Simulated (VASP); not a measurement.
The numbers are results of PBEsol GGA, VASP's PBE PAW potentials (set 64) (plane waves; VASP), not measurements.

The input files of a VASP run:

**INCAR**
```
! general
SYSTEM =DyBi
PREC   =Accurate
ENCUT  =480   ! plane-wave cut-off (eV)
LREAL  =.FALSE.   ! projection in real space or not
LASPH  =.TRUE.

! electronic loop
EDIFF  =1E-7   ! SCF stop (eV)
NELM   =100   ! most electronic steps
ALGO   =Normal   ! blocked Davidson
LMAXMIX=6   ! l cut-off of mixed one-centre charges

! smearing
ISMEAR =1
SIGMA  =0.1   ! width (eV)

! functional
GGA    =PS

! ions
ISIF   =2   ! forces and stress, cell fixed

! output
LWAVE  =.FALSE.
LCHARG =.FALSE.
```

### KPOINTS
```
Automatic mesh
0
Gamma
8 8 4
0 0 0
```

### POSCAR
```
DyBi
7.3677050
  0.5943301268   0.0000000083   0.0000000000
 -0.2971651169   0.5147049812   0.0000000000
  0.0000000000   0.0000000000   1.0000000227
Dy Bi
2 2
Cartesian
  0.0000000000   0.0000000000   0.0000000000
  0.0000000000   0.0000000000   0.5000000114
 -0.0000003328   0.3431368285   0.2500000057
  0.2971653427   0.1715681610   0.7500000170
```

POTCAR, in this order: Dy_3 Bi_d (PBE.64 set). Program: vasp_std.

The resulting files:

File OUTCAR:
```
 ion  position               nearest neighbor table
   1  0.000  0.000  0.000-   3 3.13   4 3.13   4 3.13   3 3.13   4 3.13   3 3.13   2 3.68   2 3.68
  LATTYP: Found a hexagonal cell.
 ALAT       =     4.3788490468
 C/A-ratio  =     1.6825666034
 Subroutine PRICEL returns:
 Original cell was already a primitive cell.
 Subroutine GETGRP returns: Found 24 space group operations
The static configuration has the point symmetry D_3d.
 The point group associated with its full space group is D_6h.
The dynamic configuration has the point symmetry D_3d.
 Subroutine INISYM returns: Found 24 space group operations
 Subroutine IBZKPT returns following result:
 Found     30 irreducible k-points:

 Following reciprocal coordinates:
            Coordinates               Weight
  0.000000  0.000000  0.000000      1.000000
  0.125000  0.000000  0.000000      6.000000
  0.250000  0.000000  0.000000      6.000000
  0.375000  0.000000  0.000000      6.000000
  0.500000  0.000000  0.000000      3.000000
  0.125000  0.125000  0.000000      6.000000
  0.250000  0.125000  0.000000     12.000000
  0.375000  0.125000  0.000000     12.000000
  0.250000  0.250000  0.000000      6.000000
  0.375000  0.250000  0.000000      6.000000
  0.000000  0.000000  0.250000      2.000000
  0.125000  0.000000  0.250000     12.000000
  0.250000  0.000000  0.250000     12.000000
  0.375000  0.000000  0.250000     12.000000
  0.500000  0.000000  0.250000      6.000000
  0.125000  0.125000  0.250000     12.000000
  0.250000  0.125000  0.250000     24.000000
  0.375000  0.125000  0.250000     24.000000
  0.250000  0.250000  0.250000     12.000000
  0.375000  0.250000  0.250000     12.000000
  0.000000  0.000000  0.500000      1.000000
  0.125000  0.000000  0.500000      6.000000
  0.250000  0.000000  0.500000      6.000000
  0.375000  0.000000  0.500000      6.000000
  0.500000  0.000000  0.500000      3.000000
  0.125000  0.125000  0.500000      6.000000
  0.250000  0.125000  0.500000     12.000000
  0.375000  0.125000  0.500000     12.000000
  0.250000  0.250000  0.500000      6.000000
  0.375000  0.250000  0.500000      6.000000
   k-points           NKPTS =     30   k-points in BZ     NKDIM =     30   number of bands    NBANDS=     28
   number of dos      NEDOS =    301   number of ions     NIONS =      4
   total plane-waves  NPLWV =  55296
   dimension x,y,z NGX =    32 NGY =   32 NGZ =   54
   dimension x,y,z NGXF=    64 NGYF=   64 NGZF=  108
   ions per type =               2   2
   PREC   = accura    normal or accurate (medium, high low for compatibility)
   ISTART =      0    job   : 0-new  1-cont  2-samecut
   ICHARG =      2    charge: 1-file 2-atom 10-const
   ISPIN  =      1    spin polarized calculation?
   LNONCOLLINEAR =      F non collinear calculations
   LSORBIT =      F    spin-orbit coupling
   INIWAV =      1    electr: 0-lowe 1-rand  2-diag
   ENCUT  =  480.0 eV  35.28 Ry    5.94 a.u.   7.82  7.82 13.16*2*pi/ulx,y,z
   NELM   =    100;   NELMIN=  2; NELMDL= -5     # of ELM steps
   EDIFF  = 0.1E-06   stopping-criterion for ELM
   LREAL  =      F    real-space projection
   NLSPLINE    = F    spline interpolate recip. space projectors
   LMAXMIX     =    6 max onsite mixed and CHGCAR
   VOSKOWN=      0    Vosko Wilk Nusair interpolation
   EDIFFG = 0.1E-05   stopping-criterion for IOM
   NSW    =      0    number of steps for IOM
   NBLOCK =      1;   KBLOCK =      1    inner block; outer block
   IBRION =     -1    ionic relax: 0-MD 1-quasi-New 2-CG
   NFREE  =      0    steps in history (QN), initial steepest desc. (CG)
   ISIF   =      2    stress and relaxation
   ISYM   =      2    0-nonsym 1-usesym 2-fastsym
   TEIN   =    0.0    initial temperature
...
```

**OSZICAR**
```
       N       E                     dE             d eps       ncg     rms          rms(c)
DAV:   1     0.436637766307E+03    0.43664E+03   -0.23007E+04  1744   0.174E+03
DAV:   2     0.258157070761E+02   -0.41082E+03   -0.40496E+03  1680   0.515E+02
DAV:   3    -0.202157282185E+02   -0.46031E+02   -0.44163E+02  2192   0.166E+02
DAV:   4    -0.220974630817E+02   -0.18817E+01   -0.18168E+01  2032   0.353E+01
DAV:   5    -0.221721608478E+02   -0.74698E-01   -0.74485E-01  2168   0.664E+00    0.314E+01
DAV:   6    -0.219813747408E+02    0.19079E+00   -0.30394E-01  2408   0.439E+00    0.189E+01
DAV:   7    -0.219533773877E+02    0.27997E-01   -0.37033E-01  2192   0.493E+00    0.734E-01
DAV:   8    -0.219475347451E+02    0.58426E-02   -0.44352E-02  2140   0.187E+00    0.261E-01
DAV:   9    -0.219474419630E+02    0.92782E-04   -0.36690E-03  2088   0.499E-01    0.235E-01
DAV:  10    -0.219474295087E+02    0.12454E-04   -0.29189E-04  2608   0.166E-01    0.931E-02
DAV:  11    -0.219474404634E+02   -0.10955E-04   -0.40206E-05  2360   0.680E-02    0.405E-02
DAV:  12    -0.219474400524E+02    0.41100E-06   -0.24779E-06  2256   0.157E-02    0.176E-02
DAV:  13    -0.219474399576E+02    0.94780E-07   -0.17503E-06  2184   0.862E-03    0.347E-03
DAV:  14    -0.219474400243E+02   -0.66727E-07   -0.20327E-07  1380   0.431E-03
   1 F= -.21947440E+02 E0= -.21947488E+02  d E =0.143288E-03
```

### OUTCAR
```
------------------------ aborting loop because EDIFF is reached ----------------------------------------
  FORCE on cell =-STRESS in cart. coord.  units (eV):
  Direction    XX          YY          ZZ          XY          YZ          ZX
  --------------------------------------------------------------------------------------
  Total        0.4961332      0.4961332      1.4190911     -0.0000000     -0.0000000      0.0000000
  in kB        6.4971978      6.4971978     18.5839503     -0.0000006     -0.0000000      0.0000000
  external PRESSURE =      10.5261153 kB  Pullay stress =       0.0000000 kB
  volume of cell :      122.34
      direct lattice vectors                 reciprocal lattice vectors
     4.378849047  0.000000061  0.000000000     0.228370510  0.131849801  0.000000000
    -2.189424917  3.792194463  0.000000000    -0.000000004  0.263699555  0.000000000
     0.000000000  0.000000000  7.367705167     0.000000000  0.000000000  0.135727472
 POSITION                                       TOTAL-FORCE (eV/Angst)
 -----------------------------------------------------------------------------------
      0.00000      0.00000      0.00000        -0.000000      0.000000     -0.000000
      0.00000      0.00000      3.68385        -0.000000      0.000000     -0.000000
     -0.00000      2.52813      1.84193        -0.000000      0.000000     -0.000000
      2.18943      1.26406      5.52578         0.000000     -0.000000      0.000000
 -----------------------------------------------------------------------------------
    total drift:                                0.000000     -0.000000      0.000000
  FREE ENERGIE OF THE ION-ELECTRON SYSTEM (eV)
  ---------------------------------------------------
  free  energy   TOTEN  =       -21.9474400243 eV

  energy  without entropy=      -21.9475833127  energy(sigma->0) =      -21.94748779
```
(Selected blocks of OUTCAR.)

The 4f electrons are frozen in the core of the lanthanide potential, so 4f levels, which can set the real gap, and their magnetism are missing.

The structure was generated: DyBi was put into the NiAs type (P6_3/mmc), which need not be its known phase. This cell was strained or had an atom moved on purpose.
